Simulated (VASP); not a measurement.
```
BaTe
1.0
    0.00000     2.95287     2.95287
    2.95287     0.00000     2.95287
    2.95287     2.95287     0.00000
Ba Te
1 1
Cartesian
  0.00000   0.00000   0.00000
  2.95287   2.95287   2.95287
```

Computed with PBEsol GGA, VASP's PBE PAW potentials (set 64) (plane waves; VASP). Settings: 500 eV cut-off, 11×11×11 Γ-centred mesh, first-order Methfessel-Paxton smearing of 0.10 eV, potentials Ba_sv Te.

Unless said otherwise, spin-orbit coupling is left out, though it shifts the bands of the heavy elements here.

Question: Predict the energy per atom (σ→0), pressure, band gap (on the k-mesh) with the smallest direct gap where there is one.

Answer: 
```json
{
 "band gap (on the k-mesh)": "none (metal, semimetal or under 0.01 eV)",
 "energy per atom (σ→0)": "-3.068 eV/atom",
 "pressure": "44.95 GPa"
}
```

The structure was generated: BaTe was put into the rock salt type (Fm-3m), which need not be its known phase. It was relaxed first under an external pressure of 45 GPa.
